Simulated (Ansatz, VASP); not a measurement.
# AlN: VASP beside Ansatz

One calculation is typed for both programs; each brings its own data sets. How far apart do they land? The cell is taken from a series of runs on this material, whose earlier steps may have relaxed, scaled, displaced or heated it; both programs get it as it stands.

Calculated with Ansatz 0.2.0; plane waves, with VASP 6.6.1 beside it; r2SCAN.

## 1. The starting structure

The structure is hexagonal, space group P6_3mc (No. 186). The conventional cell has a = 3.092 Å, b = 3.092 Å, c = 4.950 Å, α = 90.00°, β = 90.00°, γ = 120.00°. Nearest to Al lie 4 N at 1.88 to 1.89 Å. N has 4 Al at 1.88 to 1.89 Å nearest. Farther neighbours and most contacts between anions are not listed.

Coordinates:

```cif
data_structure
_symmetry_space_group_name_H-M 'P 1'
_symmetry_Int_Tables_number 1
_cell_length_a 3.0921
_cell_length_b 3.0921
_cell_length_c 4.9502
_cell_angle_alpha 90.000
_cell_angle_beta 90.000
_cell_angle_gamma 120.000
_cell_volume 40.99
loop_
_atom_site_label
_atom_site_type_symbol
_atom_site_fract_x
_atom_site_fract_y
_atom_site_fract_z
_atom_site_occupancy
Al1 Al 0.33333 0.66667 0.99905 1
Al2 Al 0.66667 0.33333 0.49905 1
N3 N 0.33333 0.66667 0.38095 1
N4 N 0.66667 0.33333 0.88095 1
```

## 2. Ansatz: zone-centre phonons, r2SCAN

Ansatz runs on its default PAW (the set named soft_2) files.

Second derivatives magnify differences that forces hide, and they need a tight electronic threshold.

Contents of input.yaml:

```yaml
crystal:
  lattice:
    - [3.0921331015, 0.0, 0.0]
    - [-1.5460665507, 2.6778658177, 0.0]
    - [0.0, 0.0, 4.9501649271]
  atoms:
    - { symbol: Al, position: [0.3333333333, 0.6666666667, -0.000948282] }
    - { symbol: Al, position: [0.6666666667, 0.3333333333, 0.499051718] }
    - { symbol: "N", position: [0.3333333333, 0.6666666667, 0.380948282] }
    - { symbol: "N", position: [0.6666666667, 0.3333333333, 0.880948282] }
kpoints:
  mp_grid: { grid: [9, 9, 4] }
hamiltonian:
  xc: r2scan
scf:
  occupations: { method: fixed }
output:
  eigenvalues: true
phonons:
  method: dfpt
  dielectric: true
  rigid_motions: translations
```

Command:

```console
ansatz run input.yaml --threads 4 --pin off --max-ram 7168MiB --backend cpu --events-out ev --progress --plain --runs-dir out
```

Numbers of over 12 decimals in the logs are rounded to 6 here.

The log of the run:

```text
Engine: ansatz 0.2.0, aarch64-unknown-linux-gnu
Pseudopotentials: kind: paw
Pseudopotential: Al, paw, valence charge 3, recommended cutoff 500 eV (meta_gga), Al.paw.azcp
Pseudopotential: N, paw, valence charge 5, recommended cutoff 500 eV (meta_gga), N.paw.azcp
Functional definition: r2SCAN
  parameter k0 = 0.174
  parameter k1 = 0.065
  parameter a1 = 4.9479
  exchange = r2scan_x(k0 = k0, k1 = k1, a1 = a1)
  correlation = r2scan_c
Crystal: 4 atoms, lattice volume = 40.989 Å³
Basis set: ecut = 500 eV, 1087 PW (Γ), exchange–correlation on 144×144×240 points (216 copies of the dense FFT grid, shifted against one another)
Bands: 12, of which v1, the nominal top of the filled ones, is band 8 counted from 1 (7 counted from 0)
Symmetry: 12 space group operations
k-points: 95 of 324 (irreducible under 2 space group operations, time reversal used)
Non-local potential: Al, projectors of the file, l = 0: 2, l = 1: 2, l = 2: 1
Non-local potential: N, projectors of the file, l = 0: 2, l = 1: 2, l = 2: 1
PAW form: soft (Blöchl's): semilocal exchange-correlation on the pseudo side does not see the compensation charge
PAW frozen core: Al, regenerated for the run's functional (the file was generated under x = pbe(κ = 0.804, μ = 0.219515), c = pbe(β = 0.066725))
PAW frozen core: N, regenerated for the run's functional (the file was generated under x = pbe(κ = 0.804, μ = 0.219515), c = pbe(β = 0.066725))
PAW one-centre angular grid: Al, 302 points (default); XC on 160 Gauss nodes
PAW one-centre angular grid: N, 302 points (default); XC on 160 Gauss nodes
Initial density: superposition of atomic densities (neutral atoms: chi_scale 0, normalization atom), corrected by the library's trained network
Initial wavefunctions: pseudopotential atomic-orbital guess
Functional: x = r2scan, c = r2scan; τ floored in thin density (d = 2e-4 eV/Å³)
SCF iter   1: F=—  HF=-1856.818291 eV  |F-HF|=—  |Δ(HF+E_count)|=         —  Δρ=6.54e-3  dr2=1.70e-2  dr2_τ=3.26e-1  ethr=1.77e-3  ⟨swp⟩=5.2  Hψ=6416  notcnv=0  defer=187
preconditioner: auto → none  [insulator: Δε(μ)=4.911 eV  Ē_g=14.353 eV  n_scr=2 (ndim 8)  ℏωp=23.2 eV  f_vac=0.000  ε∞_Penn≈3.6]
SCF iter   2: F=—  HF=-1856.964393 eV  |F-HF|=—  |Δ(HF+E_count)|=   1.46e-1  Δρ=4.50e-3  dr2=3.78e-3  dr2_τ=2.75e-4  ethr=1.06e-4  ⟨swp⟩=2.9  Hψ=3001  notcnv=0  defer=190
SCF iter   3: F=—  HF=-1856.964075 eV  |F-HF|=—  |Δ(HF+E_count)|=   3.18e-4  Δρ=6.04e-4  dr2=1.06e-4  dr2_τ=5.46e-5  ethr=2.36e-5  ⟨swp⟩=2.0  Hψ=1330  notcnv=0  defer=190
SCF iter   4: F=—  HF=-1856.964069 eV  |F-HF|=—  |Δ(HF+E_count)|=   5.23e-6  Δρ=1.70e-4  dr2=1.22e-5  dr2_τ=7.41e-7  ethr=6.65e-7  ⟨swp⟩=2.0  Hψ=1794  notcnv=0  defer=186
SCF iter   5: F=—  HF=-1856.964066 eV  |F-HF|=—  |Δ(HF+E_count)|=   3.20e-6  Δρ=5.80e-5  dr2=1.62e-6  dr2_τ=1.41e-7  ethr=7.63e-8  ⟨swp⟩=2.0  Hψ=1879  notcnv=0  defer=9
SCF iter   6: F=—  HF=-1856.964066 eV  |F-HF|=—  |Δ(HF+E_count)|=   4.69e-7  Δρ=2.92e-5  dr2=4.09e-7  dr2_τ=7.09e-9  ethr=1.01e-8  ⟨swp⟩=2.0  Hψ=1740  notcnv=0
SCF iter   7: F=—  HF=-1856.964066 eV  |F-HF|=—  |Δ(HF+E_count)|=   5.39e-8  Δρ=8.25e-6  dr2=3.26e-8  dr2_τ=6.67e-10  ethr=2.55e-9  ⟨swp⟩=2.0  Hψ=1834  notcnv=0
SCF iter   8: F=—  HF=-1856.964066 eV  |F-HF|=—  |Δ(HF+E_count)|=   5.35e-9  Δρ=1.05e-6  dr2=5.21e-10  dr2_τ=9.59e-12  ethr=2.04e-10  ⟨swp⟩=2.2  Hψ=1696  notcnv=0
SCF iter   9: F=-1856.964066 eV  HF=-1856.964066 eV  |F-HF|=2.05e-12  |Δ(HF+E_count)|=  1.20e-10  Δρ=7.01e-8  dr2=2.22e-12  dr2_τ=6.67e-14  ethr=1.00e-12  ⟨swp⟩=7.3  Hψ=6899  notcnv=0
SCF 1 converged in 9 iterations: F = -1856.964066 eV  dr2 = 2.22e-12
  greatest PAW one-centre occupation: 0.795 electrons in one spin orbital (limit 2), on the N atom at site 3 (counted from 0), in its partial waves of l = 0
NSCF: frozen V_eff on 4 k-points
DFPT response loops at Γ: preconditioner auto → none (the input reference at scf.mixing.eps_inf says where Resta's filter doesn't serve); β = 0.50; Broyden in place of MSR1
── the response to a field inside a basis, on 10×10×4 k-points: an SCF that follows is theirs, and a resumed run solves both again ──
Bands: 9, of which v1, the nominal top of the filled ones, is band 8 counted from 1 (7 counted from 0)
k-points: 60 of 400 (irreducible under 4 space group operations, time reversal used)
Initial density: handed on by an earlier stage of this run
Initial wavefunctions: pseudopotential atomic-orbital guess (no wavefunctions were taken with the density)
Eigensolver: Dense (60 Hₖ)
SCF iter   1: F=—  HF=-1856.960292 eV  |F-HF|=—  |Δ(HF+E_count)|=         —  Δρ=7.86e-5  dr2=3.63e-7  dr2_τ=7.83e-7  ethr=1.00e-1
preconditioner: auto → none  [insulator: Δε(μ)=5.644 eV  Ē_g=12.220 eV  n_scr=2 (ndim 8)  ℏωp=23.2 eV  f_vac=0.000  ε∞_Penn≈4.6]
SCF iter   2: F=-1856.960293 eV  HF=-1856.960293 eV  |F-HF|=4.46e-7  |Δ(HF+E_count)|=   9.32e-7  Δρ=4.03e-5  dr2=9.39e-8  dr2_τ=5.53e-8  ethr=2.27e-9
SCF 1 converged in 2 iterations: F = -1856.960293 eV  dr2 = 9.39e-8
DFPT response loops at Γ: mixed as the last ones told, above
WARN: field response: ε∞ stands inside a basis, on 10×10×4 points; the force constants stand on the 9×9×4 k-mesh, whose period is 13.34 times the interband length at k = (0.0000, 0.0000, 0.0000), direct gap 5.013 eV, under 14: take them and everything formed from them as unconverged, and compare with a denser kpoints.mp_grid
SCF converged after 9 iterations
Free energy (F): -1856.964066 eV
Harris-Foulkes:  -1856.964066 eV  (|F-HF|=2.05e-12)
Internal energy: -1856.964066 eV  (E = F + TS)
E sigma→0 (E₀):  -1856.964066 eV
Fermi energy:    7.097806 eV
--- Per-component energies (eV) ---
  E_band       = 25.216984
  E_kinetic    = 322.754890
  E_local      = -445.982051  (includes V_loc(G=0)·N_el)
  E_nonlocal   = 108.830607
  E_hartree    = 156.568675
  E_xc         = -198.240155
  E_vxc        = -239.036043  (∫ρ·V_xc dr)
  E_paw        = -1205.155458  (= ΣΔE_a)
  E_vpaw       = -47.299928  (= ΣTr[D̂ρ^β])
  E_aug_tail   = 0.000038  (compensation charges beyond the density's cutoff)
  E_vtau       = 12.812157  (kinetic-family band-sum trace: ∫τ·v_τ [+ j·A + Jᵃ·Aᵃ] dr)
  E_ewald      = -595.561264
  E_core_change = -0.179345  (= ΣΔE_core)
  E_smearing   = -0.000000  (= −TS)
  E_closure    = 0.000000  (closes the sum)
  Σ components = -1856.964066   (vs F -1856.964066, Δ=0.00e0)
--- Band table (eV; the first three rows and the last of 95) ---
  k-point 0: bands = [... 4 lower, 6.1905, 6.8594, 6.8594, 7.0978, 12.1104, 14.7465, 18.8296, 19.2456]
  k-point 1: bands = [... 4 lower, 6.2837, 6.2837, 6.7566, 6.7566, 13.0771, 14.8484, 18.4778, 19.1998]
  k-point 2: bands = [... 4 lower, 6.5153, 6.5153, 6.5153, 6.5153, 14.4569, 14.4569, 18.5437, 18.5437]
  k-point 94: bands = [... 4 lower, 4.4626, 4.4626, 5.9901, 5.9901, 14.4476, 14.4476, 17.3987, 17.3987]
--- Phonons (Γ-DFPT): 4 representative perturbations + reference, on 95 of 324 k-points (Σ response iterations 23) ---
  k mesh reduced under 2 symmetry operations, with k and −k counted as one. Each operation leaves every solved perturbation unchanged. A smaller set is not considered because the functional reads the kinetic-energy density
  ASR residual: 6.227e-4 → 0.000e0 eV/Å²; symmetrization residual: 3.355e-4 eV/Å²
  ASR residual per site (eV/Å²): 6.23e-4 6.23e-4 1.74e-4 1.74e-4
  Γ frequencies (cm⁻¹): 0.00 0.00 0.00 249.64 249.64 566.90 633.60 680.27 680.27 691.99 691.99 751.87
  ε∞ (high-frequency dielectric tensor):
        4.112812    -0.000000     0.000000
       -0.000000     4.112812     0.000000
        0.000000     0.000000     4.306030
  ε⁰ (static dielectric tensor: ions relaxed, cell fixed):
        7.579400    -0.000000    -0.000000
       -0.000000     7.579400    -0.000000
       -0.000000    -0.000000     8.968914
  ε⁰ − ε∞ (ionic part):
        3.466588    -0.000000    -0.000000
       -0.000000     3.466588    -0.000000
       -0.000000    -0.000000     4.662884
  softest optical mode at Γ: 249.64 cm⁻¹; the repairs (sum rule, projections) moved no ω² at Γ by more than (9.19 cm⁻¹)²
  Born effective charges Z* (e; rows j = field, columns β = displacement):
    site 0:
         2.52485   -0.00000   -0.00000
         0.00000    2.52485   -0.00000
        -0.00000   -0.00000    2.68116
    site 1:
         2.52485   -0.00000    0.00000
         0.00000    2.52485    0.00000
         0.00000   -0.00000    2.68116
    site 2:
        -2.52485    0.00000    0.00000
        -0.00000   -2.52485    0.00000
         0.00000    0.00000   -2.68116
    site 3:
        -2.52485   -0.00000   -0.00000
        -0.00000   -2.52485   -0.00000
        -0.00000    0.00000   -2.68116
  Z* charge neutrality: 1.600e-4 e pre-enforcement
  solved inside a basis spanned on kpoints, on 10×10×4 k-points, its susceptibility summed on 12×12×6: ε∞ is read to err by 1.2e-2, Z* by 9.5e-3 e (field_mesh: kpoints solves on kpoints); Z* is corrected for what the basis lacks
  optical modes at Γ without the LO–TO term, one row a degenerate level:
      ω (cm⁻¹)  modes    IR ((D/Å)²/amu)
        249.64      2             0.0000
        566.90      1             0.0000
        633.60      1            35.9740
[...]
optical modes at Γ + LO–TO along q̂ = [1.0000, 0.0000, 0.0000]:
      ω (cm⁻¹)  modes    IR ((D/Å)²/amu)
[...]
optical modes at Γ + LO–TO along q̂ = [0.0000, 1.0000, 0.0000]:
      ω (cm⁻¹)  modes    IR ((D/Å)²/amu)
[...]
751.87      1             0.0000
        939.40      1            31.9018
  optical modes at Γ + LO–TO along q̂ = [0.0000, 0.0000, 1.0000]:
      ω (cm⁻¹)  modes    IR ((D/Å)²/amu)
        249.64      2             0.0000
        566.90      1             0.0000
        680.27      2             0.0000
        691.99      2            63.8035
        751.87      1             0.0000
        914.42      1            35.9740
```

The column dr2 measures how far the density is from self-consistency, as an energy; F and HF (Harris–Foulkes) agree once it is small.

(Continued in part 2 of 2.)

[Lines on the potential files, build, host, timing and source positions are cut from VASP's logs without a mark.]

[Logs are printed without paths, hosts, clocks, repeated set-up lines and the standing remarks that a program may print on its own settings, such as how far it seeks lower states.]

[Hosts, paths, dates, database ids (printed as entryN), source tags and the programs' standing remarks are cut or masked in the printed files.]
